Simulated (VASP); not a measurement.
```
YN
1.0
    0.00000     2.45244     2.45244
    2.45244     0.00000     2.45244
    2.45244     2.45244     0.00000
Y N
1 1
Direct
  0.00000   0.00000   0.00000
  0.50000   0.50000   0.50000
```

All values below come from PBE GGA, VASP's PBE PAW potentials (set 64) (plane waves; VASP). Settings: 520 eV cut-off, 10×10×10 Γ-centred mesh, tetrahedra with Blöchl corrections, potentials Y_sv N.

What does the run give for the energy per atom (σ→0), band gap (on the k-mesh) with the smallest direct gap where there is one?

The band gap (on the k-mesh) comes out as 0.21 eV and the smallest direct gap (on the k-mesh) is 0.60 eV. The energy per atom (σ→0) comes out as -9.114 eV/atom.

Total energies compare only between runs with the same potentials, cut-off and functional.

The compound is YN in the rock salt structure. It was relaxed first.
